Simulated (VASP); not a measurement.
Consider the following.

```
MnNiSi
1.0
    3.99965     0.00000     0.00000
   -1.99983     3.46380     0.00000
    0.00000     0.00000     4.77402
Mn Si Ni
2 2 2
Cartesian
  1.99983   1.15460   3.58052
  0.00000   2.30920   1.19351
  0.00000   2.30920   3.58052
  1.99983   1.15460   1.19351
  0.00000   0.00000   2.38701
  0.00000   0.00000   4.77402
```

The numbers are results of PBEsol GGA, VASP's PBE PAW potentials (set 64) (plane waves; VASP), not measurements. Run with 400 eV cut-off, 10×10×7 Γ-centred mesh, tetrahedra with Blöchl corrections, potentials Mn_pv Si Ni.

The cores are frozen, which limits the accuracy of field gradients. The run has a spin-polarised start.

**Question.** Give the principal components of the electric field gradient (V/Å²) and the asymmetry η at each nucleus.

**Answer.** 
```csv
atom,Vxx,Vyy,Vzz,η
Mn1,-12.8,-12.8,25.5,0.00
Mn2,-12.8,-12.8,25.5,0.00
Si3,-4.9,-4.9,9.9,0.00
Si4,-4.9,-4.9,9.9,0.00
Ni5,11.9,11.8,-23.7,0.00
Ni6,11.9,11.8,-23.7,0.00
```

The structure comes from a computed database's MnSiNi entry (P6_3/mmc); how it stands against other phases isn't given here. It was relaxed first.
